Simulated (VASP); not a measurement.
A run of VASP 6.6.1 is set up as follows.

The input INCAR:

```
SYSTEM = Bi
PREC = Accurate
ENCUT = 520
EDIFF = 1E-6
ISMEAR = -1
SIGMA = 0.05
LREAL = .FALSE.
LASPH = .TRUE.
NELM = 100
ALGO = Normal
ISIF = 2
LWAVE = .FALSE.
LCHARG = .TRUE.
LELF = .TRUE.
LVHAR = .TRUE.
NBANDS = 14
```

The input KPOINTS:

```
Automatic mesh
0
G
  8 8 8
  0 0 0
```

POSCAR

```
Bi
1.0
    6.1886040000      0.0000000000      0.0000000000
   -5.5272227736      2.7836357304      0.0000000000
   -0.3306903394     -1.3918167130      6.0209890887
Bi
1
Direct
    0.0000000000      0.0000000000      0.0000000000
```

Potentials or basis: VASP PAW LDA potentials, release 64 (Bi_d).

Run with:

```console
$ cat potpaw_LDA.64/Bi_d/POTCAR > POTCAR
$ mpirun -np 1 vasp_std > vasp.out
```

Question: Estimate the band gap on the k mesh.

Answer: None (metal or under the smearing width).

Question: Estimate the pressure.

Answer: -0.9 GPa.

Stress tensor (GPa, compression positive):
```
-0.43 -0.35  0.00
-0.35 -1.82  0.00
 0.00  0.00 -0.35
```

Caveat: spin-orbit coupling is left out, which moves the levels of the heavy elements.
